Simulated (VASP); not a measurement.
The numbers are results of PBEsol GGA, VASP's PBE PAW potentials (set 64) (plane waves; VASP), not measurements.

VASP ran on this input.

**INCAR**
```
ALGO=Normal
EDIFF=1E-6
EDIFFG=-0.02
ENCUT=500
GGA=PS
IBRION=2
ISIF=3
ISMEAR=0
LASPH=.True.
LCHARG=.False.
LMAXMIX=4
LREAL=.False.
LWAVE=.False.
NELM=100
NSW=40
PREC=Accurate
PSTRESS=450
SIGMA=0.05
SYSTEM=RuSi
```

**POSCAR**
```
RuSi
1.0
  4.4807284455   0.0000000000   0.0000000000
  0.0000000000   4.4807284455   0.0000000000
  0.0000000000   0.0000000000   4.4807284455
Si Ru
4 4
Cartesian
  0.7065497511   1.5338144716   2.9469139739
  2.9469139739   0.7065497511   1.5338144716
  3.7741786944   3.7741786944   3.7741786944
  1.5338144716   2.9469139739   0.7065497511
  3.8529289051   2.8681637631   1.6125646824
  1.6125646824   3.8529289051   2.8681637631
  0.6277995404   0.6277995404   0.6277995404
  2.8681637631   1.6125646824   3.8529289051
```

File KPOINTS:
```
kpoints
0
Gamma
5 5 5
0 0 0
```

POTCAR, in this order: Si Ru_pv (PBE.64 set). Program: vasp_std.

### Question
What will the output report for the number of irreducible k-points (NKPTS), largest plane-wave count, number of space-group operations, FFT grid (NGX, NGY, NGZ)?

### Answer

| Quantity | Result |
|---|---|
| number of irreducible k-points (NKPTS) | 11 |
| largest plane-wave count | 2305 |
| number of space-group operations | 12 |
| FFT grid (NGX, NGY, NGZ) | 36 × 36 × 36 |

The compound is RuSi in the B20 structure. It was relaxed first under an external pressure of 45 GPa.
